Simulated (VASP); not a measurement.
Output of a VASP run:

**OSZICAR**
```
       N       E                     dE             d eps       ncg     rms          rms(c)
DAV:   1     0.112168358759E+03    0.11217E+03   -0.81455E+03   416   0.138E+03
DAV:   2     0.556292450524E+00   -0.11161E+03   -0.10850E+03   431   0.302E+02
DAV:   3    -0.678436100690E+01   -0.73407E+01   -0.72059E+01   546   0.859E+01
DAV:   4    -0.698874461260E+01   -0.20438E+00   -0.20430E+00   491   0.171E+01
DAV:   5    -0.699788953672E+01   -0.91449E-02   -0.91448E-02   616   0.297E+00    0.418E+00
DAV:   6    -0.689757846697E+01    0.10031E+00   -0.18218E-01   546   0.741E+00    0.244E+00
DAV:   7    -0.688331046287E+01    0.14268E-01   -0.80497E-02   550   0.307E+00    0.651E-01
DAV:   8    -0.688435389656E+01   -0.10434E-02   -0.83939E-03   561   0.126E+00    0.281E-01
DAV:   9    -0.688498926601E+01   -0.63537E-03   -0.92316E-04   471   0.306E-01    0.814E-02
DAV:  10    -0.688507183016E+01   -0.82564E-04   -0.63654E-05   504   0.600E-02    0.355E-02
DAV:  11    -0.688511656139E+01   -0.44731E-04   -0.77581E-05   451   0.659E-02    0.199E-02
DAV:  12    -0.688511753121E+01   -0.96982E-06   -0.99504E-07   362   0.856E-03
   1 F= -.73503000E+01 E0= -.73501215E+01  d E =-.735030E+01
       N       E                     dE             d eps       ncg     rms          rms(c)
DAV:   1    -0.755197555819E+01   -0.66686E+00   -0.17351E+01   516   0.895E+01    0.460E+00
DAV:   2    -0.703447913785E+01    0.51750E+00   -0.10629E+00   501   0.224E+01    0.187E+00
DAV:   3    -0.693454238894E+01    0.99937E-01   -0.34193E-01   551   0.117E+01    0.772E-01
DAV:   4    -0.693293271988E+01    0.16097E-02   -0.10767E-02   431   0.116E+00    0.516E-01
DAV:   5    -0.693128247081E+01    0.16502E-02   -0.12786E-03   488   0.307E-01    0.275E-01
DAV:   6    -0.693101979995E+01    0.26267E-03   -0.50408E-04   476   0.270E-01    0.380E-02
DAV:   7    -0.693102996596E+01   -0.10166E-04   -0.45678E-05   548   0.119E-01    0.238E-02
DAV:   8    -0.693103437489E+01   -0.44089E-05   -0.19766E-05   476   0.762E-02    0.482E-03
DAV:   9    -0.693103402261E+01    0.35227E-06   -0.70638E-07   313   0.112E-02
   2 F= -.73671161E+01 E0= -.73669375E+01  d E =-.168161E-01
       N       E                     dE             d eps       ncg     rms          rms(c)
DAV:   1    -0.697703626274E+01   -0.46002E-01   -0.12962E+00   521   0.221E+01    0.142E+00
DAV:   2    -0.693287432440E+01    0.44162E-01   -0.10029E-01   501   0.720E+00    0.506E-01
DAV:   3    -0.692581776040E+01    0.70566E-02   -0.21485E-02   541   0.293E+00    0.267E-01
DAV:   4    -0.692568757656E+01    0.13018E-03   -0.66924E-04   421   0.249E-01    0.178E-01
DAV:   5    -0.692559877029E+01    0.88806E-04   -0.12197E-04   490   0.105E-01    0.752E-02
DAV:   6    -0.692560370002E+01   -0.49297E-05   -0.34987E-05   621   0.593E-02    0.149E-02
DAV:   7    -0.692560210950E+01    0.15905E-05   -0.22335E-06   386   0.251E-02    0.323E-03
DAV:   8    -0.692560175572E+01    0.35377E-06   -0.87512E-07   228   0.166E-02
   3 F= -.73699067E+01 E0= -.73697281E+01  d E =-.196067E-01
```

File OUTCAR:
```
------------------------ aborting loop because EDIFF is reached ----------------------------------------
 Edisp (eV)   -0.44430
  FORCE on cell =-STRESS in cart. coord.  units (eV):
  Direction    XX          YY          ZZ          XY          YZ          ZX
  --------------------------------------------------------------------------------------
  Total       0.00596     0.00596     0.00596     0.00000     0.00000     0.00000
  in kB       0.13419     0.13419     0.13419     0.00000     0.00000     0.00000
  external pressure =        0.13 kB  Pullay stress =        0.00 kB
  volume of cell :       71.18
      direct lattice vectors                 reciprocal lattice vectors
     0.000000000  3.289344475  3.289344475    -0.152005971  0.152005971  0.152005971
     3.289344475  0.000000000  3.289344475     0.152005971 -0.152005971  0.152005971
     3.289344475  3.289344475  0.000000000     0.152005971  0.152005971 -0.152005971
  FREE ENERGIE OF THE ION-ELECTRON SYSTEM (eV)
  ---------------------------------------------------
  free  energy   TOTEN  =        -7.3699066688 eV

  energy  without entropy=       -7.3695495801  energy(sigma->0) =       -7.36972812

 reached required accuracy - stopping structural energy minimisation
```
(Selected blocks of OUTCAR.)

**POSCAR**
```
InSb
1
    0.0000000000     3.2400000000     3.2400000000
    3.2400000000     0.0000000000     3.2400000000
    3.2400000000     3.2400000000     0.0000000000
In Sb
1 1
Direct
  0.0000000000   0.0000000000   0.0000000000
  0.2500000000   0.2500000000   0.2500000000
```

Question: Reconstruct the remaining input files.

Answer: Several could match; the one computed here: the input of the run itself, PBE GGA with D3 dispersion (zero damping), plane waves, VASP's PBE PAW potentials (set 64).

### INCAR
```
ALGO  =  Normal
EDIFF  =  1E-6
EDIFFG  =  -0.01
ENCUT  =  520
GGA  =  PE
IBRION  =  2
ISIF  =  3
ISMEAR  =  0
IVDW  =  11
LASPH  =  .True.
LCHARG  =  .False.
LMAXMIX  =  4
LREAL  =  .False.
LWAVE  =  .False.
NELM  =  100
NSW  =  60
PREC  =  Accurate
SIGMA  =  0.05
SYSTEM  =  InSb
```

File KPOINTS:
```
Automatic
0
gamma
  6 6 6
```

POTCAR, in this order: In_d Sb (PBE.64 set). Program: vasp_std.

Energy and stress use the plane-wave basis of the starting cell.

The compound is InSb in the zinc blende structure. This run relaxes it. Symmetry was kept, so distortions that lower it aren't found.
